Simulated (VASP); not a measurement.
All values below come from MS2 meta-GGA, VASP's PBE PAW potentials (set 64) (plane waves; VASP).

VASP input:

INCAR:
```
SYSTEM = CoAl
PREC = Accurate
ENCUT = 520
EDIFF = 1E-7
NELM = 100
ALGO = Normal
LREAL = .FALSE.
LASPH = .TRUE.
ISMEAR = -5
METAGGA = MS2
LMIXTAU = .TRUE.
LMAXMIX = 4
LWAVE = .FALSE.
LCHARG = .FALSE.
LORBIT = 11
NEDOS = 601
ISIF = 2
```

File KPOINTS:
```
Automatic mesh
0
Gamma
14 14 14
0 0 0
```

### POSCAR
```
CoAl
1
    2.8188054503     0.0000000000     0.0000000000
    0.0000000000     2.8188054503     0.0000000000
    0.0000000000     0.0000000000     2.8188054503
Al Co
1 1
Direct
  0.5000000000   0.5000000000   0.5000000000
  0.0000000000   0.0000000000   0.0000000000
```

KPOINTS_OPT:
```
k-points along high-symmetry lines
10
Line-mode
Reciprocal
  0.000000   0.000000   0.000000 ! GAMMA
  0.000000   0.500000   0.000000 ! X

  0.000000   0.500000   0.000000 ! X
  0.500000   0.500000   0.000000 ! M

  0.500000   0.500000   0.000000 ! M
  0.000000   0.000000   0.000000 ! GAMMA

  0.000000   0.000000   0.000000 ! GAMMA
  0.500000   0.500000   0.500000 ! R

  0.500000   0.500000   0.500000 ! R
  0.000000   0.500000   0.000000 ! X

  0.500000   0.500000   0.500000 ! R
  0.500000   0.500000   0.000000 ! M
```

POTCAR, in this order: Al Co (PBE.64 set). Program: vasp_std.

### Question
What will the output report for the number of irreducible k-points (NKPTS), largest plane-wave count, number of space-group operations, FFT grid (NGX, NGY, NGZ)?

### Answer

The number of irreducible k-points (NKPTS) is 120 and the largest plane-wave count is 624. The number of space-group operations is 48 and the FFT grid (NGX, NGY, NGZ) comes out as 24 × 24 × 24.

The compound is CoAl in the CsCl type structure. It was relaxed first. The run is not spin-polarised, so no magnetic state was tried.
